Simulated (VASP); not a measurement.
Method: optB88-vdW, VASP's PBE PAW potentials (set 64) (plane waves; VASP).

A VASP calculation is set up with these files.

File KPOINTS:
```
Automatic mesh
0
Gamma
9 9 9
0 0 0
```

### INCAR
```
# general
SYSTEM    =  KF
PREC      =  Accurate
ENCUT     =  520
LREAL     =  F
LASPH     =  T

# electronic loop
EDIFF     =  1E-7
NELM      =  100
ALGO      =  Normal

# smearing
ISMEAR    =  0
SIGMA     =  0.05

# functional
GGA       =  BO
LUSE_VDW  =  T
AGGAC     =  0.0
PARAM1    =  0.1833333333
PARAM2    =  0.22

# ions
ISIF      =  2

# output
LWAVE     =  F
LCHARG    =  F
```

POSCAR:
```
KF
1
    0.0000000000     2.6355659271     2.6355659271
    2.6355659271     0.0000000000     2.6355659271
    2.6355659271     2.6355659271     0.0000000000
K F
1 1
Direct
  0.0000000000   0.0000000000   0.0000000000
  0.5000000000   0.5000000000   0.5000000000
```

POTCAR, in this order: K_sv F (PBE.64 set). Program: vasp_std.

The resulting files:

### OSZICAR
```
       N       E                     dE             d eps       ncg     rms          rms(c)
DAV:   1     0.115792306942E+03    0.11579E+03   -0.86558E+03   840   0.131E+03
DAV:   2    -0.137974742947E+01   -0.11717E+03   -0.10967E+03  1104   0.329E+02
DAV:   3    -0.570694720225E+01   -0.43272E+01   -0.43092E+01  1080   0.595E+01
DAV:   4    -0.581849631091E+01   -0.11155E+00   -0.11148E+00  1276   0.831E+00
DAV:   5    -0.581936489361E+01   -0.86858E-03   -0.86856E-03  1064   0.888E-01    0.678E+00
DAV:   6    -0.449488935195E+01    0.13245E+01   -0.46710E+00   908   0.197E+01    0.450E+00
DAV:   7    -0.446184765681E+01    0.33042E-01   -0.13122E-01  1120   0.322E+00    0.277E+00
DAV:   8    -0.444640422923E+01    0.15443E-01   -0.55356E-02   896   0.277E+00    0.230E-01
DAV:   9    -0.444696251291E+01   -0.55828E-03   -0.65218E-03  1240   0.639E-01    0.114E-01
DAV:  10    -0.444730644159E+01   -0.34393E-03   -0.83157E-04   940   0.313E-01    0.449E-02
DAV:  11    -0.444729628655E+01    0.10155E-04   -0.23014E-04   976   0.135E-01    0.179E-02
DAV:  12    -0.444729165351E+01    0.46330E-05   -0.28964E-05  1052   0.483E-02    0.496E-03
DAV:  13    -0.444729118670E+01    0.46681E-06   -0.20229E-06   996   0.150E-02    0.222E-03
DAV:  14    -0.444729121438E+01   -0.27679E-07   -0.70137E-08   720   0.314E-03
   1 F= -.44472912E+01 E0= -.44472912E+01  d E =-.238238E-20
```

File OUTCAR:
```
------------------------ aborting loop because EDIFF is reached ----------------------------------------
  FORCE on cell =-STRESS in cart. coord.  units (eV):
  Direction    XX          YY          ZZ          XY          YZ          ZX
  --------------------------------------------------------------------------------------
  Total        0.2531671      0.2531671      0.2531671     -0.0000000      0.0000000      0.0000000
  in kB       11.0781226     11.0781226     11.0781226     -0.0000000      0.0000000      0.0000000
  external PRESSURE =      11.0781226 kB  Pullay stress =       0.0000000 kB
  volume of cell :       36.61
      direct lattice vectors                 reciprocal lattice vectors
     0.000000000  2.635565927  2.635565927    -0.189712576  0.189712576  0.189712576
     2.635565927  0.000000000  2.635565927     0.189712576 -0.189712576  0.189712576
     2.635565927  2.635565927  0.000000000     0.189712576  0.189712576 -0.189712576
  FREE ENERGIE OF THE ION-ELECTRON SYSTEM (eV)
  ---------------------------------------------------
  free  energy   TOTEN  =        -4.4472912144 eV

  energy  without entropy=       -4.4472912144  energy(sigma->0) =       -4.44729121
```
(Selected blocks of OUTCAR.)

The compound is KF in the rock salt structure. This cell is one point of a volume scan, at 0.97 of the reference volume.
